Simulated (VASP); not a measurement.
VASP, PAW. Cohesive energy of ZnS (zinc blende) (static; atoms at Hund's-rule spin).

| level | cohesive energy (eV/atom) |
|---|---|
| PBEsol | 3.28 |
| r2SCAN | 3.16 |

### Question
Estimate the cohesive energy from revTPSS, LDA, PBE.

### Answer

```json
{
  "revTPSS": "2.98 eV/atom",
  "LDA": "3.75 eV/atom",
  "PBE": "2.88 eV/atom"
}
```

Only levels that ran to the end are used. Left out are those held back, those with too coarse a band path, GW runs whose mesh misses a band edge, hybrids' fits of cells that aren't cubic and levels without matching references; a question may draw on a part of the rest.
